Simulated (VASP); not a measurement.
Output of a VASP run:

File OUTCAR:
```
 ion  position               nearest neighbor table
   1  0.222  0.111  0.250-  50 1.87  38 1.90  46 1.90  37 1.90   2 3.09   4 3.09  14 3.09  12 3.09
                            10 3.09  16 3.10   5 3.13   9 3.13  25 3.13  33 3.13  13 3.13  17 3.14
   2  0.111  0.222  0.000-  39 1.90  43 1.90  62 1.90  38 1.91   1 3.09   3 3.09   5 3.09   7 3.09
                            25 3.09  27 3.09  14 3.13  26 3.13  10 3.13  34 3.13  18 3.13   6 3.13
   3  0.222  0.111  0.750-  40 1.90  48 1.90  52 1.91  39 1.91  16 3.03   4 3.09   2 3.09  14 3.09
                            10 3.09  12 3.09  19 3.09   7 3.13  11 3.13  27 3.13  35 3.13  15 3.13
   4  0.111  0.222  0.500-  41 1.88  37 1.89  60 1.90  40 1.91  20 3.08   3 3.09   1 3.09   7 3.09
                             5 3.09  25 3.09  27 3.09  16 3.09  12 3.13  28 3.13  36 3.13   8 3.13
   5  0.222  0.444  0.250-  38 1.90  42 1.90  53 1.92  41 1.94  20 3.07   4 3.09   2 3.09  18 3.09
                             6 3.09   8 3.09   1 3.13  29 3.13  25 3.13   9 3.13  21 3.13  17 3.14
   6  0.111  0.556  0.000-  47 1.90  66 1.90  43 1.90  42 1.91   9 3.09  11 3.09  29 3.09  31 3.09
                             5 3.09   7 3.09  10 3.13  18 3.13  30 3.13  22 3.13  26 3.13   2 3.13
   7  0.222  0.444  0.750-  55 1.88  40 1.90  44 1.90  43 1.91  20 3.07   4 3.09   2 3.09  18 3.09
                             6 3.09   8 3.09   3 3.13  31 3.13  27 3.13  11 3.13  23 3.13  19 3.15
   8  0.111  0.556  0.500-  41 1.88  64 1.88  45 1.90  44 1.91  32 3.09  11 3.09   9 3.09  31 3.09
                            29 3.09   7 3.09   5 3.09  20 3.13  12 3.13  24 3.13  28 3.13   4 3.13
   9  0.222  0.778  0.250-  46 1.90  42 1.90  57 1.90  45 1.91  10 3.09  12 3.09   6 3.09   8 3.09
                            22 3.09  24 3.09   1 3.13  33 3.13  29 3.13  13 3.13   5 3.13  21 3.13
  10  0.111  0.889  0.000-  47 1.90  39 1.90  70 1.90  46 1.91   9 3.09  11 3.09   1 3.09   3 3.09
                            33 3.09  35 3.09   6 3.13  22 3.13  34 3.13   2 3.13  30 3.13  14 3.13
  11  0.222  0.778  0.750-  48 1.90  44 1.90  59 1.90  47 1.91  10 3.09  12 3.09   6 3.09   8 3.09
                            22 3.09  24 3.09   3 3.13  35 3.13  31 3.13  15 3.13  23 3.13   7 3.13
  12  0.111  0.889  0.500-  37 1.88  68 1.90  45 1.90  48 1.91   9 3.09  11 3.09   1 3.09   3 3.09
                            33 3.09  35 3.09  32 3.09  16 3.10  24 3.13   8 3.13   4 3.13  36 3.13
  13  0.556  0.111  0.250-  50 1.89  61 1.90  57 1.90  49 1.92  26 3.09  28 3.09  22 3.09  24 3.09
                            14 3.09  25 3.13  21 3.13  29 3.13   9 3.13   1 3.13  17 3.14  16 3.14
  14  0.444  0.222  0.000-  39 1.90  54 1.90  51 1.90  50 1.94  19 3.02  17 3.06   1 3.09   3 3.09
                            13 3.09  15 3.09   2 3.13  22 3.13  10 3.13  18 3.13  26 3.13  30 3.13
  15  0.556  0.111  0.750-  52 1.88  63 1.90  59 1.90  51 1.91  16 3.06  19 3.07  26 3.09  28 3.09
                            22 3.09  24 3.09  14 3.09  27 3.13  23 3.13  31 3.13  11 3.13   3 3.13
  16  0.440  0.220  0.505-  52 1.83  49 1.92  37 1.92  72 1.92   3 3.03  19 3.06  15 3.06  20 3.08
                             4 3.09  12 3.10   1 3.10  24 3.13  13 3.14  28 3.16  17 3.18  32 3.20
  17  0.557  0.446  0.246-  53 1.87  65 1.88  50 1.91  72 1.99  30 3.05  18 3.06  14 3.06  20 3.11
                            33 3.11  29 3.12  21 3.12  13 3.14   5 3.14   1 3.14  32 3.16  16 3.18
  18  0.444  0.556  0.000-  43 1.90  58 1.90  54 1.90  53 1.91  17 3.06  19 3.09   5 3.09   7 3.09
                            21 3.09  23 3.09  22 3.13   6 3.13   2 3.13  34 3.13  30 3.13  14 3.13
  19  0.555  0.437  0.754-  54 1.87  52 1.91  67 1.94  55 1.96  14 3.02  16 3.06  30 3.06  15 3.07
                            18 3.09   3 3.09  31 3.11  20 3.13  32 3.14   7 3.15  35 3.17  23 3.19
  20  0.441  0.548  0.500-  72 1.88  41 1.90  56 1.92  55 1.93   5 3.07   7 3.07  16 3.08   4 3.08
                            17 3.11  21 3.12  23 3.12   8 3.13  19 3.13  32 3.17  24 3.18  36 3.18
  21  0.556  0.778  0.250-  69 1.90  57 1.90  53 1.91  56 1.94  34 3.09  36 3.09  18 3.09  22 3.09
                            24 3.09  17 3.12  20 3.12  33 3.13  13 3.13  25 3.13   9 3.13   5 3.13
  22  0.444  0.889  0.000-  47 1.90  51 1.90  58 1.90  57 1.91   9 3.09  11 3.09  13 3.09  15 3.09
                            21 3.09  23 3.09  10 3.13  18 3.13  14 3.13   6 3.13  26 3.13  34 3.13
  23  0.556  0.778  0.750-  71 1.90  59 1.90  55 1.91  58 1.91  34 3.09  36 3.09  18 3.09  22 3.09
                            24 3.09  20 3.12  35 3.13  15 3.13  27 3.13  11 3.13   7 3.13  19 3.19
  24  0.444  0.889  0.500-  49 1.88  45 1.90  56 1.90  59 1.91   9 3.09  11 3.09  13 3.09  15 3.09
                            21 3.09  23 3.09  12 3.13   8 3.13  28 3.13  36 3.13  16 3.13  20 3.18
  25  0.889  0.111  0.250-  61 1.90  38 1.90  69 1.90  60 1.91  26 3.09  28 3.09   2 3.09   4 3.09
                            34 3.09  36 3.09  13 3.13  29 3.13   1 3.13  33 3.13   5 3.13  21 3.13
  26  0.778  0.222  0.000-  62 1.90  51 1.90  66 1.90  61 1.91  25 3.09  27 3.09  13 3.09  15 3.09
                            29 3.09  31 3.09   2 3.13  34 3.13  22 3.13   6 3.13  14 3.13  30 3.13
  27  0.889  0.111  0.750-  63 1.90  40 1.90  71 1.90  62 1.91  26 3.09  28 3.09   2 3.09   4 3.09
                            34 3.09  36 3.09  15 3.13  31 3.13  35 3.13   3 3.13   7 3.13  23 3.13
  28  0.778  0.222  0.500-  60 1.90  63 1.91  49 1.94  64 1.95  25 3.09  27 3.09  13 3.09  15 3.09
                            29 3.09  31 3.09  32 3.12   4 3.13  36 3.13   8 3.13  24 3.13  16 3.16
  29  0.889  0.444  0.250-  65 1.85  61 1.90  42 1.90  64 1.91  32 3.09  28 3.09  26 3.09   8 3.09
                             6 3.09  30 3.09  17 3.12  25 3.13   5 3.13  13 3.13   9 3.13  33 3.13
  30  0.778  0.556  0.000-  70 1.90  54 1.90  66 1.90  65 1.96  17 3.05  19 3.06  33 3.09  35 3.09
                            29 3.09  31 3.09  34 3.13   6 3.13  10 3.13  26 3.13  18 3.13  14 3.13
  31  0.889  0.444  0.750-  63 1.90  44 1.90  66 1.91  67 1.93  32 3.06  28 3.09  26 3.09   8 3.09
                             6 3.09  30 3.09  19 3.11  27 3.13   7 3.13  15 3.13  11 3.13  35 3.13
  32  0.784  0.558  0.502-  64 1.86  67 1.89  72 1.92  68 1.93  31 3.06  35 3.06   8 3.09  29 3.09
                            12 3.09  33 3.09  28 3.12  36 3.13  19 3.14  17 3.16  20 3.17  16 3.20
  33  0.889  0.778  0.250-  68 1.88  69 1.90  46 1.90  65 1.91  34 3.09  36 3.09  30 3.09  12 3.09
                            10 3.09  32 3.09  17 3.11  21 3.13   9 3.13  25 3.13   1 3.13  29 3.13
  34  0.778  0.889  0.000-  70 1.90  58 1.90  62 1.90  69 1.91  33 3.09  35 3.09  21 3.09  23 3.09
                            25 3.09  27 3.09  30 3.13  10 3.13  26 3.13   2 3.13  18 3.13  22 3.13
  35  0.889  0.778  0.750-  67 1.87  71 1.90  48 1.90  70 1.91  32 3.06  34 3.09  36 3.09  30 3.09
                            10 3.09  12 3.09  23 3.13  11 3.13  27 3.13   3 3.13  31 3.13  19 3.17
  36  0.778  0.889  0.500-  68 1.89  60 1.90  56 1.91  71 1.91  33 3.09  35 3.09  21 3.09  23 3.09
                            25 3.09  27 3.09  12 3.13  28 3.13   4 3.13  24 3.13  32 3.13  20 3.18
  37  0.218  0.108  0.440-  12 1.88   4 1.89   1 1.90  16 1.92
  38  0.111  0.222  0.191-   1 1.90   5 1.90  25 1.90   2 1.91
  39  0.222  0.111  0.941-   2 1.90  14 1.90  10 1.90   3 1.91
  40  0.111  0.222  0.691-   3 1.90   7 1.90  27 1.90   4 1.91
  41  0.218  0.442  0.444-   4 1.88   8 1.88  20 1.90   5 1.94
  42  0.111  0.556  0.191-   9 1.90  29 1.90   5 1.90   6 1.91
  43  0.222  0.444  0.941-   2 1.90  18 1.90   6 1.90   7 1.91
...
```

### OSZICAR
```
...
RMM:   2    -0.511991561072E+03   -0.55780E-03   -0.11231E-02   728   0.236E-01    0.765E-02
RMM:   3    -0.511991467125E+03    0.93947E-04   -0.14503E-03   729   0.860E-02    0.439E-02
RMM:   4    -0.511991443689E+03    0.23436E-04   -0.45963E-04   729   0.421E-02    0.172E-02
RMM:   5    -0.511991450802E+03   -0.71125E-05   -0.78198E-05   609   0.172E-02
   7 F= -.51199145E+03 E0= -.51199145E+03  d E =-.213580E-01  mag=     1.0000
       N       E                     dE             d eps       ncg     rms          rms(c)
DAV:   1    -0.511998505568E+03   -0.70619E-02   -0.23306E+00   752   0.378E+00    0.244E-01
RMM:   2    -0.512000693312E+03   -0.21877E-02   -0.36906E-02   729   0.425E-01    0.132E-01
RMM:   3    -0.512000498854E+03    0.19446E-03   -0.45876E-03   731   0.153E-01    0.836E-02
RMM:   4    -0.512000384258E+03    0.11460E-03   -0.15602E-03   729   0.788E-02    0.283E-02
RMM:   5    -0.512000407917E+03   -0.23660E-04   -0.27788E-04   782   0.319E-02    0.212E-02
RMM:   6    -0.512000410598E+03   -0.26806E-05   -0.37568E-05   540   0.134E-02
   8 F= -.51200041E+03 E0= -.51200041E+03  d E =-.895980E-02  mag=     1.0000
       N       E                     dE             d eps       ncg     rms          rms(c)
DAV:   1    -0.512000447002E+03   -0.39085E-04   -0.12162E-02   840   0.273E-01    0.184E-02
RMM:   2    -0.512000458279E+03   -0.11277E-04   -0.19379E-04   728   0.307E-02    0.102E-02
RMM:   3    -0.512000457559E+03    0.72040E-06   -0.26654E-05   490   0.116E-02    0.669E-03
RMM:   4    -0.512000457172E+03    0.38608E-06   -0.69163E-06   438   0.538E-03
   9 F= -.51200046E+03 E0= -.51200046E+03  d E =-.900637E-02  mag=     1.0000
       N       E                     dE             d eps       ncg     rms          rms(c)
DAV:   1    -0.512003093800E+03   -0.26362E-02   -0.10126E+00   734   0.253E+00    0.157E-01
RMM:   2    -0.512004072124E+03   -0.97832E-03   -0.15229E-02   728   0.275E-01    0.821E-02
RMM:   3    -0.512004009030E+03    0.63094E-04   -0.17769E-03   729   0.976E-02    0.510E-02
RMM:   4    -0.512003961458E+03    0.47573E-04   -0.58342E-04   729   0.496E-02    0.163E-02
RMM:   5    -0.512003970758E+03   -0.93004E-05   -0.10486E-04   664   0.199E-02    0.125E-02
RMM:   6    -0.512003971725E+03   -0.96758E-06   -0.12400E-05   445   0.771E-03
  10 F= -.51200397E+03 E0= -.51200397E+03  d E =-.351455E-02  mag=     1.0000
       N       E                     dE             d eps       ncg     rms          rms(c)
DAV:   1    -0.512004054393E+03   -0.83635E-04   -0.49017E-02   824   0.557E-01    0.345E-02
RMM:   2    -0.512004101519E+03   -0.47126E-04   -0.73901E-04   728   0.606E-02    0.181E-02
RMM:   3    -0.512004098530E+03    0.29885E-05   -0.87928E-05   653   0.218E-02    0.114E-02
RMM:   4    -0.512004096346E+03    0.21847E-05   -0.26770E-05   489   0.108E-02
  11 F= -.51200410E+03 E0= -.51200410E+03  d E =-.363917E-02  mag=     1.0000
       N       E                     dE             d eps       ncg     rms          rms(c)
DAV:   1    -0.512004842747E+03   -0.74422E-03   -0.21117E-01   752   0.119E+00    0.764E-02
RMM:   2    -0.512005045104E+03   -0.20236E-03   -0.34397E-03   728   0.135E-01    0.413E-02
RMM:   3    -0.512005024102E+03    0.21003E-04   -0.40945E-04   729   0.476E-02    0.254E-02
RMM:   4    -0.512005013202E+03    0.10900E-04   -0.14619E-04   728   0.246E-02    0.839E-03
RMM:   5    -0.512005015075E+03   -0.18728E-05   -0.23248E-05   482   0.984E-03
  12 F= -.51200502E+03 E0= -.51200502E+03  d E =-.918729E-03  mag=     1.0000
```

File OUTCAR:
```
------------------------ aborting loop because EDIFF is reached ----------------------------------------
  FORCE on cell =-STRESS in cart. coord.  units (eV):
  Direction    XX          YY          ZZ          XY          YZ          ZX
  --------------------------------------------------------------------------------------
  Total       22.2449663     22.4742801     11.6714457     -0.0088150      0.0012856     -0.0101613
  in kB       46.6195317     47.1001125     24.4602453     -0.0184739      0.0026943     -0.0212954
  external PRESSURE =      39.3932965 kB  Pullay stress =       0.0000000 kB
  volume of cell :      764.49
      direct lattice vectors                 reciprocal lattice vectors
     4.693267657 -8.128978018  0.000000000     0.106535582 -0.061508347  0.000000000
     4.693267657  8.128978018  0.000000000     0.106535582  0.061508347  0.000000000
     0.000000000  0.000000000 10.019202615     0.000000000  0.000000000  0.099808342
  FREE ENERGIE OF THE ION-ELECTRON SYSTEM (eV)
  ---------------------------------------------------
  free  energy   TOTEN  =      -512.0050150747 eV

  energy  without entropy=     -512.0050150747  energy(sigma->0) =     -512.00501507

 total charge

# of ion       s       p       d       tot
------------------------------------------
    1        0.365   0.433   0.000   0.799
    2        0.366   0.436   0.000   0.802
    3        0.367   0.440   0.000   0.807
    4        0.365   0.433   0.000   0.798
    5        0.366   0.433   0.000   0.799
    6        0.366   0.437   0.000   0.803
    7        0.367   0.440   0.000   0.807
    8        0.368   0.445   0.000   0.812
    9        0.366   0.435   0.000   0.801
   10        0.366   0.437   0.000   0.803
   11        0.366   0.437   0.000   0.803
   12        0.368   0.445   0.000   0.812
   13        0.366   0.433   0.000   0.799
   14        0.366   0.436   0.000   0.802
   15        0.367   0.440   0.000   0.807
   16        0.376   0.449   0.000   0.825
   17        0.373   0.438   0.000   0.811
   18        0.366   0.436   0.000   0.802
   19        0.360   0.425   0.000   0.786
   20        0.376   0.449   0.000   0.825
   21        0.366   0.433   0.000   0.799
   22        0.366   0.437   0.000   0.803
   23        0.367   0.440   0.000   0.807
   24        0.368   0.445   0.000   0.812
   25        0.366   0.435   0.000   0.801
   26        0.366   0.436   0.000   0.802
   27        0.366   0.434   0.000   0.800
   28        0.365   0.433   0.000   0.798
   29        0.366   0.434   0.000   0.799
   30        0.366   0.436   0.000   0.802
   31        0.367   0.440   0.000   0.807
   32        0.376   0.449   0.000   0.825
   33        0.366   0.434   0.000   0.799
   34        0.366   0.436   0.000   0.802
   35        0.367   0.440   0.000   0.807
   36        0.365   0.433   0.000   0.798
   37        1.237   2.595   0.000   3.832
   38        1.238   2.586   0.000   3.824
   39        1.239   2.592   0.000   3.830
   40        1.239   2.587   0.000   3.826
   41        1.237   2.595   0.000   3.832
   42        1.238   2.590   0.000   3.828
   43        1.239   2.592   0.000   3.830
   44        1.239   2.593   0.000   3.832
   45        1.239   2.592   0.000   3.830
   46        1.238   2.589   0.000   3.827
   47        1.238   2.588   0.000   3.826
   48        1.239   2.593   0.000   3.831
...
```
(Selected blocks of OUTCAR.)

POSCAR:
```
Al36CN35
1
    4.6932676572    -8.1289780182     0.0000000000
    4.6932676572     8.1289780182     0.0000000000
    0.0000000000     0.0000000000    10.0192026154
Al N C
36 35 1
Direct
  0.2222220000   0.1111110000   0.2500000000
  0.1111110000   0.2222220000   0.0000000000
  0.2222220000   0.1111110000   0.7500000000
  0.1111110000   0.2222220000   0.5000000000
  0.2222220000   0.4444440000   0.2500000000
  0.1111110000   0.5555560000   0.0000000000
  0.2222220000   0.4444440000   0.7500000000
  0.1111110000   0.5555560000   0.5000000000
  0.2222220000   0.7777780000   0.2500000000
  0.1111110000   0.8888890000   0.0000000000
  0.2222220000   0.7777780000   0.7500000000
  0.1111110000   0.8888890000   0.5000000000
  0.5555560000   0.1111110000   0.2500000000
  0.4444440000   0.2222220000   0.0000000000
  0.5555560000   0.1111110000   0.7500000000
  0.4397360000   0.2203200000   0.5046710000
  0.5571840000   0.4460250000   0.2459610000
  0.4444440000   0.5555560000   0.0000000000
  0.5545470000   0.4373230000   0.7540680000
  0.4407960000   0.5484920000   0.4999970000
  0.5555560000   0.7777780000   0.2500000000
  0.4444440000   0.8888890000   0.0000000000
  0.5555560000   0.7777780000   0.7500000000
  0.4444440000   0.8888890000   0.5000000000
  0.8888890000   0.1111110000   0.2500000000
  0.7777780000   0.2222220000   0.0000000000
  0.8888890000   0.1111110000   0.7500000000
  0.7777780000   0.2222220000   0.5000000000
  0.8888890000   0.4444440000   0.2500000000
  0.7777780000   0.5555560000   0.0000000000
  0.8888890000   0.4444440000   0.7500000000
  0.7835620000   0.5578540000   0.5018050000
  0.8888890000   0.7777780000   0.2500000000
  0.7777780000   0.8888890000   0.0000000000
  0.8888890000   0.7777780000   0.7500000000
  0.7777780000   0.8888890000   0.5000000000
  0.2181450000   0.1084970000   0.4397360000
  0.1111110000   0.2222220000   0.1910000000
  0.2222220000   0.1111110000   0.9410000000
  0.1111110000   0.2222220000   0.6910000000
  0.2180910000   0.4423610000   0.4440060000
  0.1111110000   0.5555560000   0.1910000000
  0.2222220000   0.4444440000   0.9410000000
  0.1111110000   0.5555560000   0.6910000000
  0.2222220000   0.7777780000   0.4410000000
  0.1111110000   0.8888890000   0.1910000000
  0.2222220000   0.7777780000   0.9410000000
  0.1111110000   0.8888890000   0.6910000000
  0.5503230000   0.1083880000   0.4418630000
  0.4419780000   0.2201900000   0.1940990000
  0.5555560000   0.1111110000   0.9410000000
  0.4438190000   0.2175780000   0.6870580000
  0.4459620000   0.5541100000   0.1901380000
  0.5555560000   0.4444440000   0.9410000000
  0.4419650000   0.5537780000   0.6923320000
  0.5532580000   0.7743740000   0.4432600000
  0.4444440000   0.8888890000   0.1910000000
  0.5555560000   0.7777780000   0.9410000000
  0.4444440000   0.8888890000   0.6910000000
  0.8888890000   0.1111110000   0.4410000000
  0.7777780000   0.2222220000   0.1910000000
  0.8888890000   0.1111110000   0.9410000000
  0.7777780000   0.2222220000   0.6910000000
  0.8918290000   0.4506520000   0.4402910000
  0.7795740000   0.5530570000   0.1957860000
  0.8888890000   0.4444440000   0.9410000000
  0.7794750000   0.5604850000   0.6901360000
  0.8907480000   0.7819960000   0.4372180000
  0.7777780000   0.8888890000   0.1910000000
  0.8888890000   0.7777780000   0.9410000000
  0.7777780000   0.8888890000   0.6910000000
  0.5580910000   0.4449320000   0.4450700000
```

Problem. Write an INCAR and KPOINTS that could have produced this output.

Solution. One answer among several that fit: the input of the run itself, PBE GGA, plane waves, VASP's PBE PAW potentials (set 64).

**INCAR**
```
! general
SYSTEM =Al36CN35
PREC   =Normal
ENCUT  =400
LREAL  =Auto
LASPH  =.True.
ISYM   =0
NELECT =289.0

! electronic loop
EDIFF  =1E-5
NELM   =100
NELMIN =4
ALGO   =Fast

! smearing
ISMEAR =0
SIGMA  =0.05

! functional
GGA    =PE

! spin
ISPIN  =2
MAGMOM =72*0.0139
NUPDOWN=1

! ions
IBRION =2
NSW    =60
ISIF   =2
EDIFFG =-0.03

! output
LWAVE  =.False.
LCHARG =.False.
LORBIT =10
```

### KPOINTS
```
Automatic mesh
0
gamma
  1 1 1
0 0 0
```

POTCAR, in this order: Al N C (PBE.64 set). Program: vasp_gam.

At this cut-off the stress carries a Pulay error, which pulls relaxed volumes low. The cell is charged, with a uniform compensating background. The supercell is sampled at Γ alone, which is coarse: total energies, pressure and levels can be off, energies of defects by several tenths of an eV.

The cell is a supercell with a defect, built from AlN (wurtzite): C_N, charge -2.
